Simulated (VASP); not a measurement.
Data:

```
WS2
1.0
    3.14755     0.00000     0.00000
   -1.57378     2.72586     0.00000
    0.00000     0.00000    12.63550
W S
2 4
Direct
  0.66667   0.33333   0.75000
  0.33333   0.66667   0.25000
  0.66667   0.33333   0.37800
  0.33333   0.66667   0.87800
  0.33333   0.66667   0.62200
  0.66667   0.33333   0.12200
```

Computed with PBEsol GGA, VASP's PBE PAW potentials (set 64) (plane waves; VASP). Run with PREC = Normal, EDIFF = 1E-5, 400 eV cut-off, 11×11×3 Γ-centred mesh, Gaussian smearing of 0.050 eV, potentials W_sv S.

Without a dispersion term in the relaxation, distances and binding between the weakly bound layers, chains or molecules are unreliable, and so is what depends on them.

The ions are relaxed. Predict the relaxed structure.

```
WS2
1.0
    3.14755     0.00000     0.00000
   -1.57378     2.72586     0.00000
    0.00000     0.00000    12.63550
W S
2 4
Direct
  0.66667   0.33333   0.75000
  0.33333   0.66667   0.25000
  0.66667   0.33333   0.37410
  0.33333   0.66667   0.87410
  0.33333   0.66667   0.62590
  0.66667   0.33333   0.12590
```
Space group P6_3/mmc (194), at a tolerance of 0.03 Å.

How much energy does the relaxation gain?

The energy (σ→0) changes by -15.9 meV/atom, in 3 ionic steps.

The compound is WS2 in the 2H layered structure. This run relaxes the ions in a fixed cell. Symmetry was kept, so distortions that lower it aren't found.
